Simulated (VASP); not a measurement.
# Nb2AlC under strain, part 3 of 4

How does the pressure of Nb2AlC answer to a change of volume? The bands are shown for each cell. All runs use r2SCAN. Left out of this account: 1 further run (self-consistent run: a reference on another mesh). The start is a computed cell from the Materials Project.

VASP 6.6.1; r2SCAN; plane waves and PAW (Al, Nb_sv, C).

Still holding for the runs below: Spin-orbit coupling is off here; it would split degenerate levels.

So far, pressure (GPa): step 2 (bands, cell as listed) -2.72; step 3 (cell volume +4.0 %) -10.0; step 4 (cell volume +8.0 %) -16.0.

### 5. Bands, sheared, principal strains -1.3, -0.9, +2.2 %

Levels along the symmetry lines show where the bands peak and cross; KPOINTS_OPT computes them in the converged potential.

File INCAR:

```
SYSTEM = Nb2AlC
PREC = Accurate
ENCUT = 520
EDIFF = 1E-06
NELM = 100
ISMEAR = -1
SIGMA = 0.05
LREAL = .FALSE.
ALGO = Normal
METAGGA = R2SCAN
LASPH = .TRUE.
NBANDS = 53
LORBIT = 11
LWAVE = .FALSE.
LCHARG = .FALSE.
KPAR = 8
```

File POSCAR:

```
Nb2AlC
1.0
    3.1472990000     -0.0422850000      0.0254500000
   -1.6102690000      2.7316930000     -0.0274480000
    0.1136000000     -0.0758850000     13.8000930000
Al Nb C
2 4 2
Direct
    0.3333333300      0.6666666700      0.7500000000
    0.6666666700      0.3333333300      0.2500000000
    0.3333333300      0.6666666700      0.0897486000
    0.6666666700      0.3333333300      0.5897486000
    0.6666666700      0.3333333300      0.9102514000
    0.3333333300      0.6666666700      0.4102514000
    0.0000000000      0.0000000000      0.0000000000
    0.0000000000      0.0000000000      0.5000000000
```

File KPOINTS:

```
Automatic mesh
0
Gamma
11 11 3
0 0 0
```

File KPOINTS_OPT:

```
Line mode
12
Line-mode
Reciprocal
  0.00000000  -0.50000000   0.00000000 X
  0.00000000   0.00000000   0.00000000 GAMMA

  0.00000000   0.00000000   0.00000000 GAMMA
  0.00000000   0.00000000   0.50000000 Y

  0.00000000  -0.50000000   0.50000000 L
  0.00000000   0.00000000   0.00000000 GAMMA

  0.00000000   0.00000000   0.00000000 GAMMA
 -0.50000000   0.50000000  -0.50000000 Z

 -0.50000000   0.00000000  -0.50000000 N
  0.00000000   0.00000000   0.00000000 GAMMA

  0.00000000   0.00000000   0.00000000 GAMMA
 -0.50000000   0.50000000   0.00000000 M

 -0.50000000   0.00000000   0.00000000 R
  0.00000000   0.00000000   0.00000000 GAMMA
```

Potentials, in the order of the species: Al, Nb_sv and C (PBE family, release 64).

Launch:

```console
$ mpirun -np 8 vasp_std
```

What it wrote:

```text
[... set-up lines as in an earlier step ...]
 entering main loop
       N       E                     dE             d eps       ncg     rms          rms(c)
DAV:   1     0.649105858748E+03    0.64911E+03   -0.34644E+04 19308   0.129E+03
DAV:   2    -0.102541581988E+03   -0.75165E+03   -0.71101E+03 23022   0.506E+02
DAV:   3    -0.166312219413E+03   -0.63771E+02   -0.62209E+02 32952   0.112E+02
DAV:   4    -0.170984642911E+03   -0.46724E+01   -0.46042E+01 32576   0.265E+01
[...]
DAV:  13    -0.137482732032E+03   -0.23857E-04   -0.53934E-05 27169   0.445E-02    0.263E-02
DAV:  14    -0.137482731569E+03    0.46281E-06   -0.17176E-05 26824   0.247E-02    0.561E-03
DAV:  15    -0.137482731229E+03    0.33946E-06   -0.10402E-06 13580   0.775E-03
   1 F= -.13748273E+03 E0= -.13747167E+03  d E =-.221323E-01
 Start KPOINTS_OPT (optional k-point list driver)
k-point batch [1-84\84]
       N       E                     dE             ncg
DAV:   1     0.206146176620E+05   -0.70627E+05     8912
DAV:   2    -0.470326999416E+05   -0.67647E+05     9954
DAV:   3    -0.527619835009E+05   -0.57293E+04    15112
DAV:   4    -0.531188829958E+05   -0.35690E+03    13896
DAV:   5    -0.531425510008E+05   -0.23668E+02    14263
DAV:   6    -0.531434158391E+05   -0.86484E+00    14331
DAV:   7    -0.531434599991E+05   -0.44160E-01    13798
```

Elapsed: 21 min, on 8 MPI ranks of AMD EPYC 7R13 (Zen 3), shared host.

The run was cut off at its time limit.

The self-consistent loop had finished, and the limit fell in the path of KPOINTS_OPT; fewer path points or more time would be the way on.

### 6. Bands, volume times 0.96

The cell is compressed evenly, with fractional positions held.

INCAR is that of step 5.

Edit POSCAR of step 5 so:

```diff
@@ -2,5 +2,5 @@
 1.0
-    3.1472990000     -0.0422850000      0.0254500000
-   -1.6102690000      2.7316930000     -0.0274480000
-    0.1136000000     -0.0758850000     13.8000930000
+    3.0803674575      0.0000000000      0.0000000000
+   -1.5401837288      2.6676764712      0.0000000000
+    0.0000000000      0.0000000000     13.7496902012
 Al Nb C
```

KPOINTS is that of step 5.

File KPOINTS_OPT:

```
Line mode
12
Line-mode
Reciprocal
  0.00000000   0.00000000   0.00000000 GAMMA
  0.50000000   0.00000000   0.00000000 M

  0.50000000   0.00000000   0.00000000 M
  0.33333333   0.33333333   0.00000000 K

  0.33333333   0.33333333   0.00000000 K
  0.00000000   0.00000000   0.00000000 GAMMA

  0.00000000   0.00000000   0.00000000 GAMMA
  0.00000000   0.00000000   0.50000000 A

  0.00000000   0.00000000   0.50000000 A
  0.50000000   0.00000000   0.50000000 L

  0.50000000   0.00000000   0.50000000 L
  0.33333333   0.33333333   0.50000000 H

  0.33333333   0.33333333   0.50000000 H
  0.00000000   0.00000000   0.50000000 A

  0.50000000   0.00000000   0.50000000 L
  0.50000000   0.00000000   0.00000000 M

  0.33333333   0.33333333   0.00000000 K
  0.33333333   0.33333333   0.50000000 H
```

Launch:

```console
$ mpirun -np 8 vasp_std
```

What it wrote:

```text
[... set-up lines as in an earlier step ...]
 entering main loop
       N       E                     dE             d eps       ncg     rms          rms(c)
DAV:   1     0.668289565052E+03    0.66829E+03   -0.34807E+04  3392   0.130E+03
DAV:   2    -0.101360861649E+03   -0.76965E+03   -0.72811E+03  4049   0.515E+02
DAV:   3    -0.166331920120E+03   -0.64971E+02   -0.63385E+02  5816   0.114E+02
DAV:   4    -0.170979653432E+03   -0.46477E+01   -0.45776E+01  5696   0.266E+01
DAV:   5    -0.171249963155E+03   -0.27031E+00   -0.26994E+00  5403   0.670E+00    0.264E+01
DAV:   6    -0.137057993411E+03    0.34192E+02   -0.25011E+01  4944   0.341E+01    0.571E+00
DAV:   7    -0.137428026322E+03   -0.37003E+00   -0.25786E+00  4515   0.830E+00    0.314E+00
DAV:   8    -0.137485728632E+03   -0.57702E-01   -0.22440E-01  4520   0.240E+00    0.109E+00
DAV:   9    -0.137502597976E+03   -0.16869E-01   -0.40364E-02  5902   0.999E-01    0.563E-01
DAV:  10    -0.137505444970E+03   -0.28470E-02   -0.50169E-03  4336   0.414E-01    0.142E-01
DAV:  11    -0.137505666748E+03   -0.22178E-03   -0.56539E-04  5744   0.126E-01    0.352E-02
DAV:  12    -0.137505670571E+03   -0.38230E-05   -0.34054E-05  4800   0.369E-02    0.114E-02
DAV:  13    -0.137505666925E+03    0.36457E-05   -0.60971E-06  4728   0.158E-02    0.404E-03
DAV:  14    -0.137505666920E+03    0.57653E-08   -0.38759E-07  2224   0.440E-03
   1 F= -.13750567E+03 E0= -.13749607E+03  d E =-.191868E-01
 Start KPOINTS_OPT (optional k-point list driver)
k-point batch [1-32\108]
       N       E                     dE             ncg
DAV:   1     0.544819531554E+04   -0.57370E+05     3400
DAV:   2    -0.193940353170E+05   -0.24842E+05     3792
DAV:   3    -0.214476170133E+05   -0.20536E+04     5744
DAV:   4    -0.215786935592E+05   -0.13108E+03     5536
DAV:   5    -0.215865332052E+05   -0.78396E+01     5427
DAV:   6    -0.215868567964E+05   -0.32359E+00     5672
DAV:   7    -0.215868734103E+05   -0.16614E-01     5334
DAV:   8    -0.215868746389E+05   -0.12287E-02     5416
DAV:   9    -0.215868747375E+05   -0.98557E-04     4208
DAV:  10    -0.215868747466E+05   -0.91116E-05     3288
DAV:  11    -0.215868747474E+05   -0.78695E-06     2720
[...]
k-point batch [97-108\108]
       N       E                     dE             ncg
DAV:   1     0.385548586494E+05   -0.32888E+05     1288
DAV:   2     0.298139665706E+05   -0.87409E+04     1459
DAV:   3     0.291268960136E+05   -0.68707E+03     2008
DAV:   4     0.290759282297E+05   -0.50968E+02     2216
DAV:   5     0.290742600395E+05   -0.16682E+01     1984
DAV:   6     0.290741899801E+05   -0.70059E-01     2208
DAV:   7     0.290741881443E+05   -0.18358E-02     1992
DAV:   8     0.290741880182E+05   -0.12610E-03     2136
DAV:   9     0.290741880146E+05   -0.35488E-05     1536
DAV:  10     0.290741880143E+05   -0.28742E-06     1128
```

It took 10 min on 8 MPI ranks; peak memory 3.6 GiB.

OUTCAR, selected parts (step 6):

```text
   ENCUT  =  520.0 eV  38.22 Ry    6.18 a.u.   5.73  5.73 25.57*2*pi/ulx,y,z

   NELECT =      66.0000    total number of electrons

 E-fermi :  10.8268

 k-point     1 :       0.0000    0.0000    0.0000
  band No.  band energies     occupation
    ...
     30       9.8788      2.00000
     31      10.5127      1.99627
     32      10.5127      1.99627
     33      10.5456      1.99280
     34      10.5456      1.99280
     35      11.9223      0.00000
     36      11.9223      0.00000
     37      12.0425      0.00000
     38      12.0425      0.00000
     39      13.0037      0.00000
    ...

  Total        4.1049862      4.1049862      5.0695031     -0.0000000      0.0000000      0.0000000
  in kB       58.2094752     58.2094752     71.8865064     -0.0000000      0.0000000      0.0000000
  external PRESSURE =      62.7684856 kB  Pullay stress =       0.0000000 kB

 POSITION                                       TOTAL-FORCE (eV/Angst)
 -----------------------------------------------------------------------------------
     -0.00000      1.77845     10.31227        -0.000000      0.000000      0.000000
      1.54018      0.88923      3.43742         0.000000      0.000000      0.000000
     -0.00000      1.77845      1.23402         0.000000     -0.000000      0.156072
      1.54018      0.88923      8.10886        -0.000000      0.000000      0.156072
      1.54018      0.88923     12.51567        -0.000000     -0.000000     -0.156072
     -0.00000      1.77845      5.64083         0.000000      0.000000     -0.156072
      0.00000      0.00000      0.00000         0.000000      0.000000      0.000000
      0.00000      0.00000      6.87485         0.000000      0.000000      0.000000
 -----------------------------------------------------------------------------------
    total drift:                               -0.000022      0.000013     -0.000001

  FREE ENERGIE OF THE ION-ELECTRON SYSTEM (eV)
  ---------------------------------------------------
  free  energy   TOTEN  =      -137.5056669197 eV

  energy  without entropy=     -137.4864800779  energy(sigma->0) =     -137.49607350

[... 4 parts as in an earlier step ...]

[... 12 further parts left out ...]
```

Numbers from this step:

```
free energy (TOTEN)     : -137.5057 eV
energy at zero smearing : -137.4961 eV
Fermi energy            : 10.83 eV
pressure                : 6.277 GPa
```

The electronic bands at the labelled points (eV, zero at the Fermi level; # counts the bands kept, so #1 is VASP's band 19):

```
          point    #13    #14    #15    #16   #17   #18   #19   #20
              Γ  -0.31  -0.31  -0.28  -0.28  1.10  1.10  1.22  1.22
0.45 of the way  -1.30  -0.75   0.11   0.55  0.70  0.83  1.28  1.39
              M  -1.63  -1.49   1.17   1.53  1.75  1.91  2.03  2.31
0.45 of the way  -1.73  -1.60  -0.49   0.16  1.43  1.93  1.97  2.77
              K  -1.89  -1.89  -1.57  -0.53  1.36  1.36  1.93  1.93
0.45 of the way  -1.34  -1.26  -0.98  -0.12  0.60  1.49  1.76  1.92
              Γ  -0.31  -0.31  -0.28  -0.28  1.10  1.10  1.22  1.22
0.45 of the way  -0.31  -0.31  -0.29  -0.29  1.11  1.11  1.20  1.20
              A  -0.30  -0.30  -0.30  -0.30  1.15  1.15  1.15  1.15
0.55 of the way  -1.23  -1.23   0.62   0.62  0.87  0.87  1.80  1.80
              L  -1.56  -1.56   1.63   1.63  1.74  1.74  1.92  1.92
0.55 of the way  -1.60  -1.60  -0.56  -0.56  1.58  1.58  2.22  2.22
              H  -1.74  -1.74  -1.06  -1.06  1.29  1.29  2.15  2.15
0.55 of the way  -0.89  -0.89  -0.58  -0.58  0.99  0.99  1.71  1.71
              A  -0.30  -0.30  -0.30  -0.30  1.15  1.15  1.15  1.15
      jump to L  -1.56  -1.56   1.63   1.63  1.74  1.74  1.92  1.92
0.55 of the way  -1.61  -1.51   1.29   1.58  1.78  1.86  1.95  2.19
              M  -1.63  -1.49   1.17   1.53  1.75  1.91  2.03  2.31
      jump to K  -1.89  -1.89  -1.57  -0.53  1.36  1.36  1.93  1.93
0.55 of the way  -1.79  -1.79  -1.39  -0.73  1.32  1.32  2.04  2.04
              H  -1.74  -1.74  -1.06  -1.06  1.29  1.29  2.15  2.15
```

Of the projections kept (Al, Nb, C), the largest for each band there; the rest of the weight can lie on other orbitals:

```csv
point,#13,#14,#15,#16,#17,#18,#19,#20
Γ,Nb 1.00,Nb 1.00,Nb 1.00,Nb 1.00,Nb 0.99,Nb 0.99,Nb 1.00,Nb 1.00
M,Nb 0.73,Nb 0.71,Nb 0.95,Nb 0.93,Nb 0.69,Nb 0.89,Nb 1.00,Nb 0.58
K,Nb 0.53,Nb 0.53,Nb 1.00,Nb 0.97,Nb 0.70,Nb 0.70,Nb 0.89,Nb 0.89
Γ,Nb 1.00,Nb 1.00,Nb 1.00,Nb 1.00,Nb 0.99,Nb 0.99,Nb 1.00,Nb 1.00
A,Nb 1.00,Nb 1.00,Nb 1.00,Nb 1.00,Nb 0.99,Nb 0.99,Nb 0.99,Nb 0.99
L,Nb 0.72,Nb 0.72,Nb 0.94,Nb 0.94,Nb 0.95,Nb 0.95,Nb 0.62,Nb 0.62
```

Force by atom:

```
atom  x (eV/Å)  y (eV/Å)  z (eV/Å)   size
 Al1     0.000     0.000     0.000  0.000
 Al2     0.000     0.000     0.000  0.000
 Nb3     0.000     0.000     0.156  0.156
 Nb4     0.000     0.000     0.156  0.156
 Nb5     0.000     0.000    -0.156  0.156
 Nb6     0.000     0.000    -0.156  0.156
  C7     0.000     0.000     0.000  0.000
  C8     0.000     0.000     0.000  0.000
```

 The pressure is 6.28 GPa.

For the pressure, step 2 gave -2.72 GPa; this run, with cell volume -4.0 %, gives 6.28 GPa.

### 7. Bands, volume times 0.92

The cell is scaled evenly once more. A prediction first. A parabola through the 4 pressures of evenly scaled cells so far, P = -2.70 -203.3 t +404 t² GPa with t = ln(V/V₁) and V₁ the volume at scale 1, gives 17.06 GPa at t = -0.0834.

INCAR is that of step 6.

Edit POSCAR of step 6 so:

```diff
@@ -2,5 +2,5 @@
 1.0
-    3.0803674575      0.0000000000      0.0000000000
-   -1.5401837288      2.6676764712      0.0000000000
-    0.0000000000      0.0000000000     13.7496902012
+    3.0369762205      0.0000000000      0.0000000000
+   -1.5184881103      2.6300985577      0.0000000000
+    0.0000000000      0.0000000000     13.5560067936
 Al Nb C
```

KPOINTS is that of step 6.

KPOINTS_OPT is that of step 6.

Launch:

```console
$ mpirun -np 8 vasp_std
```

What it wrote:

```text
[... set-up lines as in an earlier step ...]
 entering main loop
       N       E                     dE             d eps       ncg     rms          rms(c)
DAV:   1     0.669630055482E+03    0.66963E+03   -0.34728E+04  3392   0.131E+03
DAV:   2    -0.101639151365E+03   -0.77127E+03   -0.73052E+03  4066   0.516E+02
DAV:   3    -0.166028111087E+03   -0.64389E+02   -0.62758E+02  5784   0.114E+02
DAV:   4    -0.170709956461E+03   -0.46818E+01   -0.46187E+01  5768   0.270E+01
DAV:   5    -0.170919593852E+03   -0.20964E+00   -0.20935E+00  5368   0.611E+00    0.280E+01
DAV:   6    -0.136724769278E+03    0.34195E+02   -0.24513E+01  4976   0.342E+01    0.607E+00
DAV:   7    -0.137082542721E+03   -0.35777E+00   -0.26518E+00  4504   0.861E+00    0.322E+00
DAV:   8    -0.137141283783E+03   -0.58741E-01   -0.22340E-01  4552   0.239E+00    0.113E+00
DAV:   9    -0.137159327854E+03   -0.18044E-01   -0.40547E-02  5915   0.983E-01    0.575E-01
DAV:  10    -0.137162309345E+03   -0.29815E-02   -0.52803E-03  4432   0.430E-01    0.121E-01
DAV:  11    -0.137162405896E+03   -0.96551E-04   -0.51157E-04  5803   0.115E-01    0.368E-02
DAV:  12    -0.137162406187E+03   -0.29126E-06   -0.27419E-05  5008   0.308E-02    0.115E-02
DAV:  13    -0.137162401790E+03    0.43967E-05   -0.58643E-06  4398   0.166E-02    0.495E-03
DAV:  14    -0.137162401837E+03   -0.46673E-07   -0.35078E-07  2208   0.371E-03
   1 F= -.13716240E+03 E0= -.13715361E+03  d E =-.175932E-01
 Start KPOINTS_OPT (optional k-point list driver)
k-point batch [1-32\108]
       N       E                     dE             ncg
DAV:   1     0.697319069799E+04   -0.56432E+05     3392
DAV:   2    -0.182133208108E+05   -0.25187E+05     3692
DAV:   3    -0.202973925345E+05   -0.20841E+04     5720
DAV:   4    -0.204393358074E+05   -0.14194E+03     5544
DAV:   5    -0.204469505643E+05   -0.76148E+01     5440
DAV:   6    -0.204472708547E+05   -0.32029E+00     5784
DAV:   7    -0.204472864709E+05   -0.15616E-01     5480
DAV:   8    -0.204472875959E+05   -0.11249E-02     5288
DAV:   9    -0.204472876791E+05   -0.83204E-04     4272
DAV:  10    -0.204472876855E+05   -0.64203E-05     3192
DAV:  11    -0.204472876861E+05   -0.56624E-06     2720
[...]
k-point batch [97-108\108]
       N       E                     dE             ncg
DAV:   1     0.394883806816E+05   -0.32593E+05     1272
DAV:   2     0.306342194803E+05   -0.88542E+04     1413
DAV:   3     0.299392195690E+05   -0.69500E+03     2072
DAV:   4     0.298909384468E+05   -0.48281E+02     2080
DAV:   5     0.298884279694E+05   -0.25105E+01     2088
DAV:   6     0.298883438945E+05   -0.84075E-01     2152
DAV:   7     0.298883411621E+05   -0.27324E-02     2040
DAV:   8     0.298883409764E+05   -0.18567E-03     2016
DAV:   9     0.298883409623E+05   -0.14141E-04     1656
DAV:  10     0.298883409607E+05   -0.15801E-05     1208
DAV:  11     0.298883409606E+05   -0.11706E-06     1072
```

The job ended after 11 min (8 MPI ranks; peak memory 3.5 GiB).

OUTCAR, selected parts (step 7):

```text
   ENCUT  =  520.0 eV  38.22 Ry    6.18 a.u.   5.65  5.65 25.21*2*pi/ulx,y,z

   NELECT =      66.0000    total number of electrons

 E-fermi :  11.3729

 k-point     1 :       0.0000    0.0000    0.0000
  band No.  band energies     occupation
    ...
     30      10.3774      2.00000
     31      11.0393      1.99747
     32      11.0393      1.99747
     33      11.0739      1.99495
     34      11.0739      1.99495
     35      12.5451      0.00000
     36      12.5451      0.00000
     37      12.6711      0.00000
     38      12.6711      0.00000
     39      13.6807      0.00000
    ...

  Total       11.2773965     11.2773965     12.6172920     -0.0000000      0.0000000      0.0000000
  in kB      166.8684538    166.8684538    186.6945083     -0.0000000      0.0000000      0.0000000
  external PRESSURE =     173.4771387 kB  Pullay stress =       0.0000000 kB

 POSITION                                       TOTAL-FORCE (eV/Angst)
 -----------------------------------------------------------------------------------
     -0.00000      1.75340     10.16701         0.000000      0.000000      0.000000
      1.51849      0.87670      3.38900         0.000000      0.000000      0.000000
     -0.00000      1.75340      1.21663        -0.000000      0.000000      0.687453
      1.51849      0.87670      7.99464         0.000000     -0.000000      0.687453
      1.51849      0.87670     12.33937         0.000000     -0.000000     -0.687453
     -0.00000      1.75340      5.56137        -0.000000      0.000000     -0.687453
      0.00000      0.00000      0.00000         0.000000      0.000000      0.000000
      0.00000      0.00000      6.77800         0.000000      0.000000      0.000000
 -----------------------------------------------------------------------------------
    total drift:                               -0.000022      0.000013     -0.000001

  FREE ENERGIE OF THE ION-ELECTRON SYSTEM (eV)
  ---------------------------------------------------
  free  energy   TOTEN  =      -137.1624018369 eV

  energy  without entropy=     -137.1448086031  energy(sigma->0) =     -137.15360522

[... 4 parts as in an earlier step ...]

[... 12 further parts left out ...]
```

This step gave:

```
free energy (TOTEN)     : -137.1624 eV
energy at zero smearing : -137.1536 eV
Fermi energy            : 11.37 eV
pressure                : 17.35 GPa
```

(Part 3 of 4 ends here.)

[Lines on the potential files, build, host, timing and source positions are cut from VASP's logs without a mark.]

[Logs are printed without paths, hosts, clocks, repeated set-up lines and the standing remarks that a program may print on its own settings, such as how far it seeks lower states.]

[Hosts, paths, dates, database ids (printed as entryN), source tags and the programs' standing remarks are cut or masked in the printed files.]

[A measured line is paired with the nearest computed mode of its activity, which favours agreement.]
